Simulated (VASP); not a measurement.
Given:

```
CELL_PARAMETERS angstrom
      0.00000     2.74189     2.74189
      2.74189     0.00000     2.74189
      2.74189     2.74189     0.00000
ATOMIC_POSITIONS crystal
  Ta 0.00000 0.00000 0.00000
  S  0.25000 0.25000 0.25000
```

These are PBE GGA, VASP's PBE PAW potentials (set 64) (plane waves; VASP) values and carry that method's errors. Run with 400 eV cut-off, Gaussian smearing of 0.050 eV, potentials Ta_pv S.

**Question.** Give the energies of bands 5 to 11 at the high-symmetry points, in eV from the Fermi level.

**Answer.** 
| band | Γ | X | U | L | W |
|---|---|---|---|---|---|
| 5 | -5.89 | -7.32 | -6.78 | -6.74 | -6.25 |
| 6 | -5.89 | -4.75 | -5.46 | -5.47 | -6.20 |
| 7 | -5.89 | -4.75 | -4.96 | -5.47 | -4.74 |
| 8 | -0.15 | -1.89 | -1.88 | 0.14 | -2.00 |
| 9 | -0.15 | -0.20 | 0.08 | 0.38 | -0.49 |
| 10 | 0.12 | 1.35 | 0.28 | 0.38 | 0.94 |
| 11 | 4.69 | 1.48 | 2.62 | 2.52 | 2.04 |

It has no gap at this level: it comes out as a metal or semimetal.

The structure was generated: TaS was put into the zinc blende type (F-43m), which need not be its known phase. It was relaxed first, which changed the volume by -36 %. The electron count is odd and the run is not spin-polarised, which forces a metal.
